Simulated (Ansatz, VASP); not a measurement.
# Cross-check of CsSbSe3 between VASP and Ansatz, part 2 of 3

Wanted: the spread between two codes on one cell, functional and k mesh. The cell is generated by rule, not measured, and may not be a known phase. The cell is taken from a series of runs on this material, whose earlier steps may have relaxed, scaled, displaced or heated it; both programs get it as it stands.

VASP 6.6.1 and Ansatz 0.2.0.

So far: Starting point; VASP: zone-centre phonons, PBEsol.

## Step 2: VASP: zone-centre phonons, PBEsol (continued)

Level of this step: PBEsol; plane waves and PAW (Cs_sv, Sb, Se); invented cell (VASP).

From OUTCAR (step 2):

```text
ion  position               nearest neighbor table
   1  0.000  0.016  0.016-
   2  0.500  0.401  0.401-   3 2.45   4 2.45   5 2.67   5 2.67
   3  0.500  0.527  0.004-   2 2.45
   4  0.500  0.004  0.527-   2 2.45
   5  0.000  0.574  0.574-   2 2.67   2 2.67

  LATTYP: Found a base centered orthorhombic cell.
 ALAT       =     7.8404305894
 B/A-ratio  =     1.2667765951
 C/A-ratio  =     0.5195852965

 Subroutine GETGRP returns: Found  4 space group operations
 (whereof  4 operations were pure point group operations)

The static configuration has the point symmetry C_2v.

 Found     78 irreducible k-points:

   k-points           NKPTS =     78   k-points in BZ     NKDIM =     78   number of bands    NBANDS=     22

   dimension x,y,z NGX =    30 NGY =   48 NGZ =   48
   dimension x,y,z NGXF=    60 NGYF=   96 NGZF=   96

   ENCUT  =  500.0 eV  36.75 Ry    6.06 a.u.   7.43 11.54 11.54*2*pi/ulx,y,z

   NELECT =      32.0000    total number of electrons

 k-points in reciprocal lattice and weights: Automatic mesh
   0.00000000  0.00000000  0.00000000       0.003
   0.10000000  0.00000000  0.00000000       0.006
   0.20000000  0.00000000  0.00000000       0.006
   0.30000000  0.00000000  0.00000000       0.006
   0.40000000  0.00000000  0.00000000       0.006
   0.50000000  0.00000000  0.00000000       0.003
   0.00000000  0.16666667 -0.00000000       0.011
   0.10000000  0.16666667 -0.00000000       0.022
   0.20000000  0.16666667 -0.00000000       0.022
[...]
0.40000000  0.50000000  0.50000000       0.006
   0.50000000  0.50000000  0.50000000       0.003

 average (electrostatic) potential at core
[...]
POSITION                                       TOTAL-FORCE (eV/Angst)
 -----------------------------------------------------------------------------------
      0.00000      0.00000      0.15927         0.000000     -0.000000      0.000951
      2.03689      0.00000      3.98174         0.000000     -0.000000      0.032563
      2.03689      2.04966      2.63430         0.000000      0.040638     -0.026849
      2.03689     -2.04966      2.63430         0.000000     -0.040638     -0.026849
      0.00000      0.00000      5.70546         0.000000     -0.000000      0.020184
 -----------------------------------------------------------------------------------
    total drift:                                0.000000     -0.000000     -0.000135

 Eigenvectors and eigenvalues of the dynamical matrix
 ----------------------------------------------------

   1 f  =    7.576359 THz    47.603668 2PiTHz  252.720138 cm-1    31.333290 meV
             X         Y         Z           dx          dy          dz
      0.000000  0.000000  0.159268    -0.000000    0.002894    0.000000
      2.036886  0.000000  3.981738    -0.000000    0.730913    0.000000
      2.036886  2.049661  2.634300     0.000000   -0.410455    0.245629
      2.036886 -2.049661  2.634300     0.000000   -0.410455   -0.245629
      0.000000  0.000000  5.705462     0.000000   -0.090241   -0.000000

   2 f  =    7.179982 THz    45.113159 2PiTHz  239.498426 cm-1    29.694007 meV
             X         Y         Z           dx          dy          dz
      0.000000  0.000000  0.159268    -0.000000    0.000000    0.000317
      2.036886  0.000000  3.981738    -0.000000    0.000000   -0.692756
      2.036886  2.049661  2.634300     0.000000   -0.367051    0.260692
      2.036886 -2.049661  2.634300     0.000000    0.367051    0.260692
      0.000000  0.000000  5.705462     0.000000    0.000000    0.338697

   3 f  =    4.907993 THz    30.837830 2PiTHz  163.713025 cm-1    20.297819 meV
             X         Y         Z           dx          dy          dz
      0.000000  0.000000  0.159268    -0.000000    0.000000    0.022789
      2.036886  0.000000  3.981738    -0.000000   -0.000000    0.255546
      2.036886  2.049661  2.634300     0.000000   -0.438472    0.175870
      2.036886 -2.049661  2.634300     0.000000    0.438472    0.175870
      0.000000  0.000000  5.705462     0.000000    0.000000   -0.698427

   4 f  =    3.894655 THz    24.470837 2PiTHz  129.911695 cm-1    16.106990 meV
             X         Y         Z           dx          dy          dz
      0.000000  0.000000  0.159268    -0.028982    0.000000   -0.000000
      2.036886  0.000000  3.981738    -0.736966   -0.000000    0.000000
      2.036886  2.049661  2.634300     0.158629    0.000000   -0.000000
      2.036886 -2.049661  2.634300     0.158629    0.000000   -0.000000
      0.000000  0.000000  5.705462     0.636957    0.000000    0.000000

   5 f  =    2.832505 THz    17.797153 2PiTHz   94.482192 cm-1    11.714294 meV
             X         Y         Z           dx          dy          dz
      0.000000  0.000000  0.159268     0.000000    0.000000    0.353718
      2.036886  0.000000  3.981738     0.000000   -0.000000    0.175286
      2.036886  2.049661  2.634300    -0.000000   -0.373569   -0.487626
      2.036886 -2.049661  2.634300    -0.000000    0.373569   -0.487626
      0.000000  0.000000  5.705462     0.000000   -0.000000    0.299152

   6 f  =    2.302378 THz    14.466269 2PiTHz   76.799072 cm-1     9.521867 meV
             X         Y         Z           dx          dy          dz
      0.000000  0.000000  0.159268    -0.000000    0.401169   -0.000000
      2.036886  0.000000  3.981738    -0.000000    0.137613   -0.000000
      2.036886  2.049661  2.634300    -0.000000   -0.178711   -0.567348
      2.036886 -2.049661  2.634300     0.000000   -0.178711    0.567348
      0.000000  0.000000  5.705462    -0.000000   -0.335385   -0.000000

   7 f  =    1.719288 THz    10.802602 2PiTHz   57.349260 cm-1     7.110399 meV
             X         Y         Z           dx          dy          dz
      0.000000  0.000000  0.159268    -0.799464   -0.000000    0.000000
      2.036886  0.000000  3.981738     0.192117    0.000000   -0.000000
      2.036886  2.049661  2.634300     0.402330    0.000000   -0.000000
      2.036886 -2.049661  2.634300     0.402330    0.000000    0.000000
      0.000000  0.000000  5.705462    -0.014488   -0.000000   -0.000000

   8 f  =    1.676097 THz    10.531228 2PiTHz   55.908577 cm-1     6.931777 meV
             X         Y         Z           dx          dy          dz
      0.000000  0.000000  0.159268    -0.000000    0.000000   -0.777526
      2.036886  0.000000  3.981738     0.000000   -0.000000    0.419627
      2.036886  2.049661  2.634300     0.000000   -0.182927    0.051241
      2.036886 -2.049661  2.634300     0.000000    0.182927    0.051241
      0.000000  0.000000  5.705462     0.000000    0.000000    0.383655

   9 f  =    1.596590 THz    10.031669 2PiTHz   53.256498 cm-1     6.602961 meV
             X         Y         Z           dx          dy          dz
      0.000000  0.000000  0.159268     0.000000   -0.721243   -0.000000
      2.036886  0.000000  3.981738    -0.000000    0.445558    0.000000
      2.036886  2.049661  2.634300    -0.000000    0.267199   -0.240132
      2.036886 -2.049661  2.634300    -0.000000    0.267199    0.240132
      0.000000  0.000000  5.705462    -0.000000   -0.152217    0.000000

  10 f  =    0.863526 THz     5.425692 2PiTHz   28.804115 cm-1     3.571254 meV
             X         Y         Z           dx          dy          dz
      0.000000  0.000000  0.159268     0.000000   -0.000000    0.000000
      2.036886  0.000000  3.981738    -0.000000   -0.000000   -0.000000
      2.036886  2.049661  2.634300     0.707107   -0.000000   -0.000000
      2.036886 -2.049661  2.634300    -0.707107   -0.000000    0.000000
      0.000000  0.000000  5.705462    -0.000000   -0.000000   -0.000000

  11 f  =    0.263222 THz     1.653874 2PiTHz    8.780147 cm-1     1.088599 meV
             X         Y         Z           dx          dy          dz
      0.000000  0.000000  0.159268     0.274796    0.000000   -0.000000
      2.036886  0.000000  3.981738    -0.440828    0.000000    0.000000
      2.036886  2.049661  2.634300     0.366032    0.000000   -0.000000
      2.036886 -2.049661  2.634300     0.366032    0.000000   -0.000000
      0.000000  0.000000  5.705462    -0.679853    0.000000    0.000000

  12 f  =    0.006621 THz     0.041598 2PiTHz    0.220837 cm-1     0.027380 meV
             X         Y         Z           dx          dy          dz
      0.000000  0.000000  0.159268    -0.000000   -0.518471    0.000000
      2.036886  0.000000  3.981738    -0.000000   -0.497567    0.000000
      2.036886  2.049661  2.634300    -0.000000   -0.398788    0.002227
      2.036886 -2.049661  2.634300    -0.000000   -0.398788   -0.002227
      0.000000  0.000000  5.705462    -0.000000   -0.406869    0.000000

  13 f/i=    0.001438 THz     0.009037 2PiTHz    0.047975 cm-1     0.005948 meV
             X         Y         Z           dx          dy          dz
      0.000000  0.000000  0.159268     0.000000    0.000000    0.519440
      2.036886  0.000000  3.981738     0.000000    0.000000    0.497969
      2.036886  2.049661  2.634300     0.000000    0.000032    0.400879
      2.036886 -2.049661  2.634300     0.000000   -0.000032    0.400879
      0.000000  0.000000  5.705462     0.000000    0.000000    0.401000

  14 f/i=    0.015944 THz     0.100181 2PiTHz    0.531843 cm-1     0.065940 meV
             X         Y         Z           dx          dy          dz
      0.000000  0.000000  0.159268    -0.533390    0.000000    0.000000
      2.036886  0.000000  3.981738    -0.475018    0.000000    0.000000
      2.036886  2.049661  2.634300    -0.423070    0.000000    0.000000
      2.036886 -2.049661  2.634300    -0.423070    0.000000    0.000000
      0.000000  0.000000  5.705462    -0.363147    0.000000    0.000000

  15 f/i=    0.901096 THz     5.661754 2PiTHz   30.057333 cm-1     3.726633 meV
             X         Y         Z           dx          dy          dz
      0.000000  0.000000  0.159268     0.000000    0.223723    0.000000
      2.036886  0.000000  3.981738    -0.000000    0.027088    0.000000
      2.036886  2.049661  2.634300     0.000000    0.262988    0.245181
      2.036886 -2.049661  2.634300     0.000000    0.262988   -0.245181
      0.000000  0.000000  5.705462    -0.000000   -0.831061    0.000000

 ELASTIC MODULI CONTR FROM IONIC RELAXATION (kBar)
 Direction    XX          YY          ZZ          XY          YZ          ZX
 --------------------------------------------------------------------------------
 XX        -122.3186     30.2519   -131.5429      0.0000     -0.0000      0.0000
 YY          30.2519   -703.3601   -207.3723     -0.0000      0.0000      0.0000
 ZZ        -131.5429   -207.3723   -313.9489     -0.0000     -0.0000     -0.0000
 XY           0.0000     -0.0000     -0.0000     -0.4473      0.0000     -0.0000
 YZ          -0.0000     -0.0000     -0.0000      0.0000   -327.8434     -0.0000
 ZX           0.0000      0.0000     -0.0000     -0.0000     -0.0000   -652.1643
 --------------------------------------------------------------------------------
```

(Continued in part 3 of 3.)

[Lines on the potential files, build, host, timing and source positions are cut from VASP's logs without a mark.]

[Logs are printed without paths, hosts, clocks, repeated set-up lines and the standing remarks that a program may print on its own settings, such as how far it seeks lower states.]

[Hosts, paths, dates, database ids (printed as entryN), source tags and the programs' standing remarks are cut or masked in the printed files.]
